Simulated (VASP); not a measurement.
Given:

```xyz
3
Lattice="1.7903 -3.1009 0.0000 1.7903 3.1009 0.0000 0.0000 0.0000 4.7141" Properties=species:S:1:pos:R:3 pbc="T T T"
Pt     0.0000     0.0000     0.0000
S      1.7903     1.0336     1.2115
S      1.7903    -1.0336     3.5025
```

The numbers are results of vdW-DF-cx, VASP's PBE PAW potentials (set 64) (plane waves; VASP 6.6.1), not measurements. Run with 520 eV cut-off, Gaussian smearing of 0.050 eV, potentials Pt S.

Unless said otherwise, spin-orbit coupling is left out, though it shifts the bands of the heavy elements here.

Q: Estimate the band gap (along the path) with the smallest direct gap where there is one.

A: 
```
Property                               Result
------------------------------------  -------
band gap (along the path)             0.02 eV
smallest direct gap (along the path)  1.03 eV
```

The absolute energy has meaning only against runs of the same code, potentials and settings.

The compound is PtS2 in the 1T layered structure. It was relaxed first.
